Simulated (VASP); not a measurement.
VASP ran on this input.

File KPOINTS:
```
Automatic mesh
0
Gamma
8 8 8
0 0 0
```

### INCAR
```
! general
SYSTEM  =  NaH
PREC    =  Accurate
ENCUT   =  400
LREAL   =  .FALSE.
LASPH   =  .TRUE.
NBANDS  =  5

! electronic loop
EDIFF   =  1E-6
NELM    =  100
ALGO    =  Normal

! smearing
ISMEAR  =  0
SIGMA   =  0.05

! functional
GGA     =  PE

! ions
ISIF    =  2

! output
LWAVE   =  .FALSE.
LCHARG  =  .FALSE.
```

File POSCAR:
```
NaH
1.0
  0.0000000000   2.4888000000   2.4888000000
  2.4888000000   0.0000000000   2.4888000000
  2.4888000000   2.4888000000   0.0000000000
Na H
1 1
direct
  0.0000000000   0.0000000000   0.0000000000
  0.5000000000   0.5000000000   0.5000000000
```

POTCAR, in this order: Na_pv H (PBE.64 set). Program: vasp_std.

Question: Write an equivalent input for Quantum ESPRESSO's pw.x.

Answer: One equivalent input (not run):
```
&CONTROL
  calculation = 'scf'
  pseudo_dir = './pseudo'
  outdir = './out'
  tprnfor = .true.
  tstress = .true.
/
&SYSTEM
  ibrav = 0
  nat = 2
  ntyp = 2
  ecutwfc = 88
  occupations = 'smearing'
  smearing = 'gaussian'
  degauss = 0.003675
  input_dft = 'pbe'
/
&ELECTRONS
  conv_thr = 7.3e-08
  electron_maxstep = 100
/
ATOMIC_SPECIES
  Na 22.990 Na.upf
  H 1.008 H.upf
CELL_PARAMETERS angstrom
     0.0000000    2.4888000    2.4888000
     2.4888000    0.0000000    2.4888000
     2.4888000    2.4888000    0.0000000
ATOMIC_POSITIONS crystal
  Na   0.0000000  0.0000000  0.0000000
  H    0.5000000  0.5000000  0.5000000
K_POINTS automatic
  8 8 8 0 0 0
```
What does not carry over: the potentials are each code's own (VASP's PAW set, PseudoDojo norm-conserving files in pw.x), so ENCUT and ecutwfc are chosen apart and not converted; conv_thr bounds pw.x's estimated SCF error, while EDIFF bounds the energy change between steps; the number of bands isn't carried over, since the valence differs with the files.

The compound is NaH in the rock salt structure. The cell was not relaxed at this level. The run is one of a series of settings (NBANDS = 5 against the base run), some of them coarse on purpose.
